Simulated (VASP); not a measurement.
```yaml
crystal:
  lattice:
    - [0.00000, 2.60120, 2.60120]
    - [2.60120, 0.00000, 2.60120]
    - [2.60120, 2.60120, 0.00000]
  atoms:
    - { symbol: Zr, position: [0.00000, 0.00000, 0.00000] }
    - { symbol: O, position: [0.25000, 0.25000, 0.25000] }
    - { symbol: O, position: [0.75000, 0.75000, 0.75000] }
```

Calculation: vdW-DF2, VASP's PBE PAW potentials (set 64) (plane waves; VASP). Run with 520 eV cut-off, Gaussian smearing of 0.050 eV, potentials Zr_sv O.

Q: Give the energies of bands 7 to 15 at the high-symmetry points, in eV from the valence-band maximum.

A: 
| band | Γ | X | U | L | W |
|---|---|---|---|---|---|
| 7 | -4.72 | -5.41 | -4.87 | -3.80 | -4.37 |
| 8 | -4.72 | -2.94 | -3.34 | -3.80 | -4.27 |
| 9 | -4.72 | -2.94 | -2.85 | -2.34 | -2.19 |
| 10 | -0.50 | -1.37 | -1.99 | -2.33 | -2.19 |
| 11 | -0.50 | -1.37 | -1.13 | -1.53 | -1.25 |
| 12 | -0.50 | 0.00 | -0.30 | -1.53 | -0.18 |
| 13 | 3.25 | 3.62 | 3.81 | 3.77 | 4.17 |
| 14 | 3.25 | 4.40 | 4.40 | 3.77 | 4.27 |
| 15 | 6.29 | 5.36 | 5.68 | 5.58 | 5.81 |

The gap is indirect, 3.25 eV, from the valence maximum at X to the conduction minimum at Γ.

The compound is ZrO2 in the fluorite structure, the high-temperature cubic form, which is unstable at 0 K; the monoclinic form is the stable one. It was relaxed first, which changed the volume by +7 %.
